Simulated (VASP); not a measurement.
GaSb (zinc blende) relaxed at rising pressure, in one space group throughout; other phases were not tried. The pressures are those reached. Computed with PBEsol GGA, VASP's PBE PAW potentials (set 64) (plane waves; VASP).

```
P (GPa)  V (Å³/atom)    k-mesh
-------  -----------  --------
-0.04         28.600  10×10×10
4.95          26.386     8×8×8
9.89          24.884     8×8×8
19.91         22.786     8×8×8
29.91         21.334     8×8×8
```

A change of mesh leaves a small step in the series.

**Question.** Fit an equation of state and predict the volume at 44.96 GPa.

**Answer.** Least squares on the third-order Birch-Murnaghan form, P = (3B0/2)(y⁷ − y⁵)[1 + (3/4)(B′ − 4)(y² − 1)] with y = (V0/V)^(1/3), gives V0 = 28.569 Å³/atom, B0 = 52 GPa and B′ = 4.6, and so 19.780 Å³/atom. The run gave 19.756 Å³/atom, -0.1 % from the fit.

Pressures at which the relaxation failed are left out.

The compound is GaSb in the zinc blende structure.
